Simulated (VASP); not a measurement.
All values below come from PBE GGA, VASP's PBE PAW potentials (set 64) (plane waves; VASP 6.6.1).

VASP input:

### INCAR
```
! general
SYSTEM   =  HfC
PREC     =  Accurate
ENCUT    =  600
LREAL    =  .FALSE.
LASPH    =  .TRUE.

! electronic loop
EDIFF    =  1E-7
NELM     =  100
ALGO     =  Normal
LMAXMIX  =  6

! smearing
ISMEAR   =  1
SIGMA    =  0.1

! functional
GGA      =  PE

! ions
ISIF     =  2

! output
LWAVE    =  .FALSE.
LCHARG   =  .FALSE.
```

File POSCAR:
```
HfC
1
    0.0000000000     2.2539382227     2.2539382227
    2.2539382227     0.0000000000     2.2539382227
    2.2539382227     2.2539382227     0.0000000000
Hf C
1 1
Direct
  0.0000000000   0.0000000000   0.0000000000
  0.5000000000   0.5000000000   0.5000000000
```

**KPOINTS**
```
Automatic mesh
0
gamma
  12 12 12
```

POTCAR, in this order: Hf_pv C (PBE.64 set). Program: vasp_std.

Unless said otherwise, spin-orbit coupling is left out, though it shifts the bands of the heavy elements here.

Question: Predict the energy per atom (σ→0), pressure, band gap (on the k-mesh).

Answer: 
```yaml
energy per atom (σ→0): -10.440 eV/atom
band gap (on the k-mesh): none (metal, semimetal or under 0.01 eV)
pressure: 26.28 GPa
```

File OSZICAR:
```
...
DAV:   8    -0.208825157053E+02    0.60194E-02   -0.26899E-02  1760   0.178E+00    0.459E+00
DAV:   9    -0.208795230261E+02    0.29927E-02   -0.14551E-02  1790   0.744E-01    0.180E+00
DAV:  10    -0.208793559659E+02    0.16706E-03   -0.67701E-04  1844   0.232E-01    0.247E-01
DAV:  11    -0.208793551510E+02    0.81489E-06   -0.85274E-05  1840   0.755E-02    0.697E-02
DAV:  12    -0.208793528474E+02    0.23037E-05   -0.35857E-06  1795   0.183E-02    0.489E-02
DAV:  13    -0.208793522961E+02    0.55129E-06   -0.37832E-07  1770   0.596E-03    0.154E-03
DAV:  14    -0.208793522965E+02   -0.40563E-09   -0.61264E-09   858   0.868E-04
   1 F= -.20879352E+02 E0= -.20879299E+02  d E =-.158829E-03
```

The compound is HfC in the rock salt structure. This cell was strained or had an atom moved on purpose.
